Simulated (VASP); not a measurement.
A run of VASP 6.6.1 is set up as follows.

Contents of INCAR:

```
SYSTEM = Sn2Ge
PREC     = Normal         ! precision mode
ENCUT    = 520            ! plane-wave cutoff, eV
EDIFF    = 1E-4           ! SCF threshold, eV
ISMEAR   = 0              ! smearing method
SIGMA    = 0.15           ! smearing width, eV
LREAL    = .FALSE.        ! projectors in reciprocal space
LASPH    = .TRUE.         ! aspherical terms in the spheres
NELM     = 60             ! most SCF steps
ALGO     = Fast           ! electronic algorithm
ISIF     = 3              ! what is computed and relaxed
LWAVE    = .FALSE.        ! write WAVECAR
LCHARG   = .FALSE.        ! write CHGCAR
GGA      = PE             ! functional
IBRION   = 2              ! ionic algorithm
NSW      = 24             ! ionic steps
EDIFFG   = -0.08          ! ionic threshold
```

KPOINTS

```
regular mesh
0
G
  5 5 5
  0 0 0
```

The input POSCAR:

```
Sn2Ge
1.0
    4.5667637800      0.0000000000      0.0000000000
   -2.2833818900      3.9549334500      0.0000000000
    0.0000000000      0.0000000000      4.2557784900
Sn Ge
2 1
Direct
    0.0000000000      0.0000000000      0.5000000000
    0.6666666700      0.3333333300      0.5000000000
    0.0000000000      0.0000000000      0.0000000000
```

Potentials or basis: VASP PAW PBE potentials, release 64 (Sn_d, Ge_d).

The run is started by

```bash
$ cat potpaw_PBE.64/Sn_d/POTCAR potpaw_PBE.64/Ge_d/POTCAR > POTCAR
$ mpirun -np 1 vasp_std > vasp.out
```

Q: Predict the relaxed volume.

A: 39.99 Å³/atom.

Q: Estimate the relaxed cell.

A: a = 5.079 Å, b = 5.079 Å, c = 5.370 Å, α = 90.00°, β = 90.00°, γ = 120.00°.

The path:
```csv
step,energy change (eV),largest force (eV/Å),pressure (GPa),volume (Å³)
1,0.0000,0.0000,41.38,76.86
2,-2.9199,0.0000,-6.21,170.06
3,-4.5347,0.0000,0.13,118.01
4,-4.5409,0.0000,0.00,116.71
5,-3.8445,0.0000,11.32,95.68
6,-4.5435,0.0000,1.93,114.78
7,-4.5433,0.0000,0.60,115.67
8,-4.5907,0.0000,0.11,119.46
9,-4.5991,0.0000,-0.58,122.09
10,-4.5988,0.0000,-0.47,121.50
11,-4.5998,0.0000,0.25,119.49
12,-4.6009,0.0000,-0.30,120.46
13,-4.6007,0.0000,0.09,119.96
```

Caveat: the volume moved by over 15 % at a fixed basis, so the end points are rough.
